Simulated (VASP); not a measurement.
Level of theory: RPBE GGA, VASP's PBE PAW potentials (set 64) (plane waves; VASP).

VASP input:

### INCAR
```
SYSTEM = Er
PREC = Accurate
ENCUT = 520
EDIFF = 1E-6
NELM = 100
ALGO = Normal
LREAL = .FALSE.
LASPH = .TRUE.
ISMEAR = 1
SIGMA = 0.1
GGA = RP
LMAXMIX = 6
LWAVE = .FALSE.
LCHARG = .FALSE.
IBRION = 2
ISIF = 3
NSW = 60
EDIFFG = -0.01
```

**KPOINTS**
```
Automatic mesh
0
Gamma
11 11 6
0 0 0
```

POSCAR:
```
Er
1
    1.7800000000    -3.0830500000     0.0000000000
    1.7800000000     3.0830500000     0.0000000000
    0.0000000000     0.0000000000     5.5900000000
Er
2
Direct
  0.3333330000   0.6666670000   0.2500000000
  0.6666670000   0.3333330000   0.7500000000
```

POTCAR, in this order: Er_3 (PBE.64 set). Program: vasp_std.

Problem. What will the output report for the number of irreducible k-points (NKPTS), largest plane-wave count, number of space-group operations, FFT grid (NGX, NGY, NGZ)?

Solution. 
```
Property                                       Value
--------------------------------------  ------------
number of irreducible k-points (NKPTS)            64
largest plane-wave count                        1683
number of space-group operations                  24
FFT grid (NGX, NGY, NGZ)                28 × 28 × 42
```

The compound is Er in the hcp structure. This run relaxes it. Symmetry was kept, so distortions that lower it aren't found. The 4f electrons are frozen in the core of the lanthanide potential, so 4f levels, which can set the real gap, and their magnetism are missing.
